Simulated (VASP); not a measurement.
Here is the system:

```
C
1.0
    0.00000     1.79881     1.79881
    1.79881     0.00000     1.79881
    1.79881     1.79881     0.00000
C
2
Cartesian
  0.00000   0.00000   0.00000
  0.89941   0.89941   0.89941
```

Calculation: revTPSS meta-GGA, VASP's PBE PAW potentials (set 64) (plane waves; VASP). Numerical set-up: 520 eV cut-off, 13×13×13 Γ-centred mesh, Gaussian smearing of 0.050 eV, potentials C.

Give the stress tensor in GPa (positive for a compressed cell).

```
-12.29    0.00    0.00
  0.00  -12.29    0.00
  0.00    0.00  -12.29
```
The pressure is its mean diagonal, -12.29 GPa.

The compound is C in the diamond structure. This cell is one point of a volume scan, at 1.03 of the reference volume.
